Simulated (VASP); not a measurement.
```yaml
crystal:
  lattice:
    - [4.18000, 2.09000, 2.09000]
    - [2.09000, 4.18000, 2.09000]
    - [2.09000, 2.09000, 4.18000]
  atoms:
    - { symbol: Ni, position: [0.00000, 0.00000, 0.00000], spin: 2.0 }
    - { symbol: Ni, position: [0.50000, 0.50000, 0.50000], spin: -2.0 }
    - { symbol: O, position: [0.25000, 0.25000, 0.25000] }
    - { symbol: O, position: [0.75000, 0.75000, 0.75000] }
```

Computed with PBE GGA, VASP's PBE PAW potentials (set 64) (plane waves; VASP). Run with 520 eV cut-off, 8×8×8 Γ-centred mesh, second-order Methfessel-Paxton smearing of 0.020 eV, potentials Ni O.

Q: Estimate the cell moment, energy per atom (σ→0), pressure.

A: 
```
Quantity                        Value
---------------------  --------------
cell moment                   0.00 μB
energy per atom (σ→0)  -5.871 eV/atom
pressure                     1.62 GPa
```

Q: Give the moment on each site (PAW-sphere projection).

A: 
```json
[
 {"site": "Ni1", "moment (μB)": "1.34"},
 {"site": "Ni2", "moment (μB)": "-1.34"},
 {"site": "O3", "moment (μB)": "0.00"},
 {"site": "O4", "moment (μB)": "0.00"}
]
```

Total energies compare only between runs with the same potentials, cut-off and functional.

The compound is NiO in the rock salt, AFM-II order structure. The cell was not relaxed at this level. The run is one of a series of settings (ISMEAR = 2, SIGMA = 0.02 against the base run), some of them coarse on purpose.
